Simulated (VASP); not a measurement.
An input for Ansatz (written as the equivalent of a VASP run, and not itself run):

Ansatz 0.2 input:
```yaml
crystal:
  lattice:
    - [0.0000000, 3.4525550, 3.4525550]
    - [3.4525550, 0.0000000, 3.4525550]
    - [3.4525550, 3.4525550, 0.0000000]
  atoms:
    - { symbol: Ti, position: [0.0000000, 0.0000000, 0.0000000] }
    - { symbol: Sb, position: [0.2500000, 0.2500000, 0.2500000] }
kpoints:
  mp_grid: { grid: [8, 8, 8] }
hamiltonian:
  xc: r2scan
  pseudopotentials: { kind: paw }
scf:
  occupations: { method: methfessel_paxton, width: 0.1 }
  max_iter: 100
relax:
  max_steps: 60
  f_tol: 0.01
  cell: {}
output: { forces: true, stress: true, eigenvalues: true }
```

Question: Write the VASP files for the same calculation (r2SCAN).

Answer: Several could match; the one computed here: 
### POSCAR
```
TiSb
1
    0.0000000000     3.4525550000     3.4525550000
    3.4525550000     0.0000000000     3.4525550000
    3.4525550000     3.4525550000     0.0000000000
Ti Sb
1 1
Direct
  0.0000000000   0.0000000000   0.0000000000
  0.2500000000   0.2500000000   0.2500000000
```

**INCAR**
```
! general
SYSTEM  = TiSb
PREC    = Accurate
ENCUT   = 400
LREAL   = .FALSE.
LASPH   = .TRUE.

! electronic loop
EDIFF   = 1E-6
NELM    = 100
ALGO    = Normal
LMAXMIX = 4
LMIXTAU = .TRUE.

! smearing
ISMEAR  = 1
SIGMA   = 0.1

! functional
METAGGA = R2SCAN

! ions
IBRION  = 2
NSW     = 60
ISIF    = 3
EDIFFG  = -0.01

! output
LWAVE   = .FALSE.
LCHARG  = .FALSE.
```

### KPOINTS
```
Automatic mesh
0
Gamma
8 8 8
0 0 0
```

POTCAR, in this order: Ti_sv Sb (PBE.64 set). Program: vasp_std.

What does not carry over: each code has its own PAW files, so the cut-off isn't converted (ENCUT is set for VASP's; basis.ecutwfc is left out, and Ansatz then takes the one that its files recommend); Ansatz stops its SCF on the density residual and VASP on the energy change (EDIFF).

The structure was generated: TiSb was put into the zinc blende type (F-43m), which need not be its known phase. This run relaxes it. Symmetry was kept, so distortions that lower it aren't found.
